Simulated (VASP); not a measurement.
Method: revPBE GGA, VASP's PBE PAW potentials (set 64) (plane waves; VASP 6.6.1).

The input files of a VASP run:

**KPOINTS**
```
kpoints
0
Gamma
  16 16 16
0 0 0
```

### POSCAR
```
TiC
2.1768630
  0.0000000000   1.0000002053   1.0000002053
  1.0000002053   0.0000000000   1.0000002053
  1.0000002053   1.0000002053   0.0000000000
Ti C
1 1
Cartesian
  0.0000000000   0.0000000000   0.0000000000
  1.0000002053   1.0000002053   1.0000002053
```

**INCAR**
```
! general
SYSTEM   =  TiC
PREC     =  Accurate
ENCUT    =  520
LREAL    =  .FALSE.
LASPH    =  .TRUE.

! electronic loop
EDIFF    =  1E-7
NELM     =  100
ALGO     =  Normal
LMAXMIX  =  4

! smearing
ISMEAR   =  -5

! functional
GGA      =  RE

! ions
ISIF     =  2

! output
LWAVE    =  .FALSE.
LCHARG   =  .TRUE.
LORBIT   =  11
NEDOS    =  601
```

POTCAR, in this order: Ti_sv C (PBE.64 set). Program: vasp_std.

The resulting files:

OSZICAR:
```
       N       E                     dE             d eps       ncg     rms          rms(c)
DAV:   1     0.120532605328E+03    0.12053E+03   -0.85084E+03  3480   0.159E+03
DAV:   2    -0.132068895364E+02   -0.13374E+03   -0.12728E+03  3636   0.386E+02
DAV:   3    -0.230478185192E+02   -0.98409E+01   -0.95394E+01  4592   0.978E+01
DAV:   4    -0.235195168100E+02   -0.47170E+00   -0.47081E+00  4540   0.206E+01
DAV:   5    -0.235342030730E+02   -0.14686E-01   -0.14685E-01  4700   0.322E+00    0.183E+01
DAV:   6    -0.186225486790E+02    0.49117E+01   -0.31885E+01  4140   0.697E+01    0.718E+00
DAV:   7    -0.180065304478E+02    0.61602E+00   -0.48018E+00  4272   0.281E+01    0.474E+00
DAV:   8    -0.179713296657E+02    0.35201E-01   -0.14029E-01  3764   0.503E+00    0.293E+00
DAV:   9    -0.179727647634E+02   -0.14351E-02   -0.15879E-01  3932   0.513E+00    0.812E-01
DAV:  10    -0.179698163393E+02    0.29484E-02   -0.15807E-02  5040   0.178E+00    0.590E-01
DAV:  11    -0.179682277149E+02    0.15886E-02   -0.72710E-03  3740   0.133E+00    0.116E-01
DAV:  12    -0.179682185466E+02    0.91683E-05   -0.42387E-04  3832   0.284E-01    0.356E-02
DAV:  13    -0.179682069296E+02    0.11617E-04   -0.23414E-05  5108   0.686E-02    0.120E-02
DAV:  14    -0.179682061491E+02    0.78043E-06   -0.16126E-06  3856   0.108E-02    0.258E-03
DAV:  15    -0.179682057102E+02    0.43893E-06   -0.25543E-07  3880   0.673E-03    0.508E-04
DAV:  16    -0.179682055354E+02    0.17483E-06   -0.27510E-08  1948   0.185E-03    0.336E-04
DAV:  17    -0.179682055229E+02    0.12525E-07   -0.13443E-08  1864   0.148E-03
   1 F= -.17968206E+02 E0= -.17968206E+02  d E =0.000000E+00
```

**OUTCAR**
```
------------------------ aborting loop because EDIFF is reached ----------------------------------------
  FORCE on cell =-STRESS in cart. coord.  units (eV):
  Direction    XX          YY          ZZ          XY          YZ          ZX
  --------------------------------------------------------------------------------------
  Total       -0.0027484     -0.0027484     -0.0027484     -0.0000000      0.0000000     -0.0000000
  in kB       -0.2134320     -0.2134320     -0.2134320     -0.0000000      0.0000000     -0.0000000
  external PRESSURE =      -0.2134320 kB  Pullay stress =       0.0000000 kB
  volume of cell :       20.63
      direct lattice vectors                 reciprocal lattice vectors
     0.000000000  2.176863447  2.176863447    -0.229688270  0.229688270  0.229688270
     2.176863447  0.000000000  2.176863447     0.229688270 -0.229688270  0.229688270
     2.176863447  2.176863447  0.000000000     0.229688270  0.229688270 -0.229688270
 POSITION                                       TOTAL-FORCE (eV/Angst)
 -----------------------------------------------------------------------------------
      0.00000      0.00000      0.00000        -0.000000      0.000000     -0.000000
      2.17686      2.17686      2.17686         0.000000      0.000000      0.000000
 -----------------------------------------------------------------------------------
    total drift:                                0.000000     -0.000000     -0.000000
  FREE ENERGIE OF THE ION-ELECTRON SYSTEM (eV)
  ---------------------------------------------------
  free  energy   TOTEN  =       -17.9682055229 eV

  energy  without entropy=      -17.9682055229  energy(sigma->0) =      -17.96820552

 total charge

# of ion       s       p       d       tot
------------------------------------------
    1        2.194   6.237   1.927  10.359
    2        0.901   1.494   0.000   2.395
--------------------------------------------------
tot          3.095   7.732   1.927  12.753
```
(Selected blocks of OUTCAR.)

For a metal the tetrahedron method with Blöchl corrections gives inexact stress and forces.

The compound is TiC in the rock salt structure. It was relaxed first.
